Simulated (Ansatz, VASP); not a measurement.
# KAs4: VASP beside Ansatz

Contents of INCAR:

```
SYSTEM = KAs4
PREC = Accurate ; ENCUT = 600
EDIFF = 1E-7 ; ISMEAR = 0
SIGMA = 0.1 ; LREAL = .False.
LASPH = .True. ; NELM = 100
ALGO = Normal ; ISIF = 3
LWAVE = .False. ; LCHARG = .False.
GGA = PE ; IVDW = 12
IBRION = 2 ; NSW = 100
EDIFFG = -0.01
```

KPOINTS

```
Automatic mesh
0
Gamma
  10 10 6
  0 0 0
```

The input POSCAR:

```
KAs4
1.0
    3.9955854939      0.0000000000      0.0000000000
    0.0000000000      3.9955854939      0.0000000000
    0.0000000000      0.0000000000      7.7465697589
K As
1 4
Direct
    0.0000000000      0.0000000000      0.0000000000
    0.0000000000      0.5000000000      0.6570682501
    0.5000000000      0.0000000000      0.6570682501
    0.0000000000      0.5000000000      0.3429317499
    0.5000000000      0.0000000000      0.3429317499
```

Input for Ansatz:

```yaml
crystal:
  lattice:
    - [3.9955854939, 0.0, 0.0]
    - [0.0, 3.9955854939, 0.0]
    - [0.0, 0.0, 7.7465697589]
  atoms:
    - { symbol: K, position: [0.0, 0.0, 0.0] }
    - { symbol: As, position: [0.0, 0.5, 0.6570682501] }
    - { symbol: As, position: [0.5, 0.0, 0.6570682501] }
    - { symbol: As, position: [0.0, 0.5, 0.3429317499] }
    - { symbol: As, position: [0.5, 0.0, 0.3429317499] }
basis:
  ecutwfc: 420
kpoints:
  mp_grid: { grid: [10, 10, 6] }
hamiltonian:
  xc: pbe
  dispersion: d3bj
scf:
  occupations: { method: gaussian, width: 0.1 }
output:
  forces: true
  stress: true
  eigenvalues: true
relax:
  adjacent_minimum: "off"
  f_tol: 0.01
  max_steps: 80
  cell: { stress_tol: 0.05 }
```

Alike in both runs: task relaxation of cell and atoms; functional PBE; dispersion D3(BJ); k mesh 10 × 10 × 6; occupations gaussian, width 0.1 eV; no spin polarisation.

```csv
,VASP,Ansatz
version,VASP 6.6.1,Ansatz 0.2.0
potentials or method,"VASP PAW PBE potentials, release 64 (K_sv, As)","scalar-relativistic, plane waves, PAW"
plane-wave cutoff (eV),600,420
valence electrons in the cell,29,69
```

Ansatz gave:

| Property | Result |
| --- | --- |
| gap on the k mesh at the Fermi level, each at its own relaxed structure (eV) | none |
| relaxed volume (Å³/atom) | 24.48 |
| relaxed cell length with the largest relative difference (Å) | 7.810 |
| energy change over the relaxation (meV/atom) | -2 |

Problem. Which values does VASP return?

Solution. gap on the k mesh at the Fermi level, each at its own relaxed structure (eV): none; relaxed volume (Å³/atom): 24.57; relaxed cell length with the largest relative difference (Å): 7.832; energy change over the relaxation (meV/atom): -3.

A gap of «none» marks a metal or a gap that the smearing closes. The two sets of potentials don't hold the same shells in valence.

Caveats: pairwise dispersion overbinds metals, which lowers pressure and volume.
